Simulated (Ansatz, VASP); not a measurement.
# Sn in two plane-wave programs

Aim: how closely do two programs agree when they are given the same cell, functional and k mesh? Of the first pair: The structure shown is the end of the Ansatz relaxation below.

Program: Ansatz 0.2.0. Level of theory: plane waves, with VASP 6.6.1 beside it; single point at PBEsol. Results are calculated unless marked as measured.

**1. The structure**

Symmetry: R-3m, No. 166, trigonal system. Conventional cell: a = 4.716 Å, b = 4.716 Å, c = 11.188 Å, α = 90.00°, β = 90.00°, γ = 120.00°. Nearest to Sn lie 4 Sn at 2.84 to 2.86 Å.

**2. Ansatz: relaxation, PBEsol**

Ansatz runs on its PAW soft_1 files.

This run makes the geometry at which the two programs are then compared.

Input file input.yaml:

```yaml
crystal:
  lattice:
    - [-0.0569226819, 3.2781378631, 3.2781378631]
    - [3.2781378631, -0.0569226819, 3.2781378631]
    - [3.2781378631, 3.2781378631, -0.0569226819]
  atoms:
    - { symbol: Sn, position: [0.4990869403, 0.4990869403, 0.4990869403] }
    - { symbol: Sn, position: [0.7509130597, 0.7509130597, 0.7509130597] }
  conventional_axes: [[-1, 1, 0], [0, -1, 1], [1, 1, 1]]
kpoints:
  mp_grid: { grid: [12, 12, 12], shift: [0.5, 0.5, 0.5] }
hamiltonian:
  xc: pbesol
  pseudopotentials: { kind: paw, azcp: { folder: soft_1 }, xc_functional: pbe }
scf:
  occupations: { method: gaussian, width: 0.015 }
output:
  forces: true
  stress: true
  eigenvalues: true
relax:
  adjacent_minimum: "off"
  f_tol: 0.001
  max_steps: 60
  cell: { stress_tol: 0.01, fix: [a, b, angles] }
```

Command:

```sh
$ ansatz run input.yaml --threads 4 --pin off --max-ram 10240MiB --backend cpu --events-out ev --progress --plain --runs-dir out
```

Numbers of over 12 decimals in the logs are rounded to 6 here.

Log:

```text
Engine: ansatz 0.2.0, x86_64-unknown-linux-gnu
Pseudopotentials: kind: paw
Pseudopotential: Sn, paw, valence charge 14, recommended cutoff 420 eV (normal), soft_1/Sn.paw.azcp
Functional definition: PBEsol
  exchange = pbesol_x
  correlation = pbesol_c
Crystal: 2 atoms, lattice volume = 72.290 Å³
Basis set: ecut = 420 eV, 1411 PW (Γ), exchange–correlation on 64×64×64 points (8 copies of the dense FFT grid, shifted against one another)
Bands: 18, of which v1, the nominal top of the filled ones, is band 14 counted from 1 (13 counted from 0)
Symmetry: 12 space group operations
Space group: R-3m (ITA 166), of the structure as read, at distance tolerance 4.2e-5 Å
k-points: 182 of 1728
Non-local potential: Sn, projectors of the file, l = 0: 2, l = 1: 2, l = 2: 2, l = 3: 1
PAW form: soft (Blöchl's): semilocal exchange-correlation on the pseudo side does not see the compensation charge
PAW frozen core: Sn, regenerated for the run's functional, and the local potential with it (the file was generated under x = pbe(κ = 0.804, μ = 0.219515), c = pbe(β = 0.066725))
PAW one-centre angular grid: Sn, 590 points (default); XC on 64 Gauss nodes
Initial density: superposition of atomic densities (chi_scale 0.1, normalization cell)
Initial wavefunctions: pseudopotential atomic-orbital guess
Functional: x = pbesol(κ = 0.804, μ = 0.123457), c = pbesol(β = 0.046)
SCF iter   1: F=—  HF=-11899.697453 eV  |F-HF|=—  |Δ(HF+E_count)|=         —  Δρ=2.03e-2  dr2=3.17e-1  ethr=3.10e-3  ⟨swp⟩=6.1  Hψ=17926  notcnv=0
preconditioner: auto → none  [insulator: Δε(μ)=0.054 eV  Ē_g=19.744 eV  σ=0.015 eV  W_gap=0.99  n_scr=14 (ndim 8)  ℏωp=23.1 eV  f_vac=0.014  D(μ)=0.02/eV (n_scr^D=0)  ε∞_Penn≈2.4]
SCF iter   2: F=—  HF=-11899.638103 eV  |F-HF|=—  |Δ(HF+E_count)|=   5.93e-2  Δρ=9.19e-3  dr2=5.94e-2  ethr=1.13e-3  ⟨swp⟩=2.0  Hψ=5448  notcnv=0
SCF iter   3: F=—  HF=-11899.631365 eV  |F-HF|=—  |Δ(HF+E_count)|=   6.74e-3  Δρ=8.65e-4  dr2=3.72e-4  ethr=2.12e-4  ⟨swp⟩=2.8  Hψ=4724  notcnv=0
SCF iter   4: F=—  HF=-11899.631510 eV  |F-HF|=—  |Δ(HF+E_count)|=   1.45e-4  Δρ=3.60e-4  dr2=4.84e-5  ethr=1.33e-6  ⟨swp⟩=2.0  Hψ=6525  notcnv=0
SCF iter   5: F=—  HF=-11899.631513 eV  |F-HF|=—  |Δ(HF+E_count)|=   3.81e-6  Δρ=9.13e-5  dr2=3.30e-6  ethr=1.73e-7  ⟨swp⟩=2.0  Hψ=5809  notcnv=0
SCF iter   6: F=—  HF=-11899.631514 eV  |F-HF|=—  |Δ(HF+E_count)|=   7.84e-7  Δρ=1.61e-5  dr2=2.03e-7  ethr=1.18e-8  ⟨swp⟩=2.0  Hψ=5825  notcnv=0
SCF iter   7: F=-11899.631514 eV  HF=-11899.631514 eV  |F-HF|=1.63e-9  |Δ(HF+E_count)|=   9.41e-9  Δρ=3.18e-6  dr2=7.13e-9  ethr=3.57e-10  ⟨swp⟩=6.0  Hψ=15319  notcnv=0
SCF 1 converged in 7 iterations: F = -11899.631514 eV  dr2 = 7.13e-9
  greatest PAW one-centre occupation: 0.991 electrons in one spin orbital (limit 2), on the Sn atom at site 1 (counted from 0), in its partial waves of l = 2
relax step   1: F+E_penalty+E_count = -11899.63151409 eV  Δ(F+E_penalty+E_count) = +0.000e0 eV  max|allowed force component| = 4.926e-2 eV/Å  Δτ_max = 0.0000 Å  P = -1.272 GPa  Ω = 72.290 Å³  fix = [a, b, alpha, beta, gamma]  reactions: a -1.831, b -1.831 GPa  (7 SCF iters, dr2 threshold 1.00e-7 eV, accepted)
[...]
relax step   2: F+E_penalty+E_count = -11899.63194040 eV  Δ(F+E_penalty+E_count) = -4.263e-4 eV  max|allowed force component| = 6.045e-2 eV/Å  Δτ_max = 0.0197 Å  P = -1.033 GPa  Ω = 71.748 Å³  energy of the carried Pulay correction = +2.167e-5 eV  fix = [a, b, alpha, beta, gamma]  reactions: a -1.448, b -1.448 GPa  (4 SCF iters, dr2 threshold 1.52e-7 eV, accepted)
[...]
relax step   3: F+E_penalty+E_count = -11899.63270603 eV  Δ(F+E_penalty+E_count) = -7.656e-4 eV  max|allowed force component| = 3.126e-3 eV/Å  Δτ_max = 0.0091 Å  P = -1.096 GPa  Ω = 71.902 Å³  energy of the carried Pulay correction = +1.550e-5 eV  fix = [a, b, alpha, beta, gamma]  reactions: a -1.622, b -1.622 GPa  (4 SCF iters, dr2 threshold 2.00e-7 eV, accepted)
[...]
relax step   4: F+E_penalty+E_count = -11899.63272153 eV  Δ(F+E_penalty+E_count) = -1.550e-5 eV  max|allowed force component| = 2.099e-4 eV/Å  Δτ_max = 0.0009 Å  P = -1.067 GPa  Ω = 71.844 Å³  energy of the carried Pulay correction = +1.780e-5 eV  fix = [a, b, alpha, beta, gamma]  reactions: a -1.601, b -1.601 GPa  (4 SCF iters, dr2 threshold 4.62e-9 eV, accepted)
[...]
relax step   5: F+E_penalty+E_count = -11899.63270310 eV  Δ(F+E_penalty+E_count) = +1.843e-5 eV  max|allowed force component| = 2.114e-4 eV/Å  Δτ_max = 0.0000 Å  P = -1.068 GPa  Ω = 71.844 Å³  fix = [a, b, alpha, beta, gamma]  reactions: a -1.601, b -1.601 GPa  stress off target by 3.10e-4 GPa on what of the cell is left free  SCF on the basis re-selected at this cell (its energy is not comparable with the rows above)  (5 SCF iters)
basis re-selected at this cell: Δ(F+E_penalty+E_count) = +1.843e-5 eV, ΔP = -0.000 GPa vs the last step (what re-selecting the basis moved, of the pressure what is left beyond the Pulay correction that the steps carried, after the strain that the cell walked since its last selection, with what the two solves' SCF thresholds leave and, on support functions, any second-order correction that the steps lacked; it is no m [...]
SCF converged after 5 iterations
Free energy (F): -11899.632703 eV
Harris-Foulkes:  -11899.632703 eV  (|F-HF|=3.64e-12)
Internal energy: -11899.632692 eV  (E = F + TS)
E sigma→0 (E₀):  -11899.632698 eV
Entropy (-TS):   -0.000011 eV (-0.005 meV/atom)
Fermi energy:    7.092382 eV
--- Per-component energies (eV) ---
  E_band       = -264.640178
  E_kinetic    = 336.035204
  E_local      = -2683.223502  (includes V_loc(G=0)·N_el)
  E_nonlocal   = 293.687401
  E_hartree    = 1298.523400
  E_xc         = -248.570546
  E_vxc        = -159.778184  (∫ρ·V_xc dr)
  E_paw        = -8592.505309  (= ΣΔE_a)
  E_vpaw       = -648.408492  (= ΣTr[D̂ρ^β])
  E_aug_tail   = 0.000581  (compensation charges beyond the density's cutoff)
  E_ewald      = -2304.149600
  E_core_change = 0.569679  (= ΣΔE_core)
  E_smearing   = -0.000011  (= −TS)
  E_closure    = 0.000000  (closes the sum)
  Σ components = -11899.632703   (vs F -11899.632703, Δ=0.00e0)
--- Forces (eV/Å), atoms counted from 1 ---
  atom   1  Sn    -0.00021137    -0.00021137    -0.00021137
  atom   2  Sn     0.00021137     0.00021137     0.00021137
  max |Σ_I F_I| component: 4.61e-18 eV/Å
--- Stress (GPa, compression-positive) ---
       -1.067586       0.533638       0.533638
        0.533638      -1.067586       0.533638
        0.533638       0.533638      -1.067586
  P = ⅓ Tr σ = -1.0676 GPa (-10.676 kbar)
--- Band table (eV; the first three rows and the last of 182) ---
  k-point 0: bands = [... 10 lower, -3.1792, 5.8654, 7.0751, 7.0751, 7.4155, 9.2386, 9.2386, 9.4482]
  k-point 1: bands = [... 10 lower, -3.0940, 5.0892, 6.8799, 7.0211, 7.6171, 9.3273, 9.4145, 9.9093]
  k-point 2: bands = [... 10 lower, -2.8870, 3.9562, 6.5769, 6.7827, 7.6394, 9.6584, 9.8201, 10.6792]
  k-point 181: bands = [... 10 lower, -1.5134, 1.0008, 5.2867, 5.8593, 7.3445, 10.0863, 10.3715, 12.7962]
--- Relaxed structure (4 steps of the walk, 4 accepted, 1 SCFs on fresh bases) ---
  F+E_penalty+E_count = -11899.63270310 eV   max|allowed force component| = 2.114e-4 eV/Å   (the final SCF, on the basis selected at the relaxed cell)
  cell:  # Å, volume = 71.8441 Å³
    - [-0.070283, 3.264778, 3.264778]
    - [3.264778, -0.070283, 3.264778]
    - [3.264778, 3.264778, -0.070283]
  atoms:
    - { symbol: Sn, position: [0.498064, 0.498064, 0.498064] }
    - { symbol: Sn, position: [0.751936, 0.751936, 0.751936] }
```

In the SCF lines HF is the Harris–Foulkes energy and dr2 the Hartree energy of the density residual, in eV; the loop may stop once dr2 is under the threshold and the program's other checks hold. Hψ counts applications of the Hamiltonian.

(Part 1 of 4 ends here.)

[Lines on the potential files, build, host, timing and source positions are cut from VASP's logs without a mark.]

[Logs are printed without paths, hosts, clocks, repeated set-up lines and the standing remarks that a program may print on its own settings, such as how far it seeks lower states.]

[Hosts, paths, dates, database ids (printed as entryN), source tags and the programs' standing remarks are cut or masked in the printed files.]
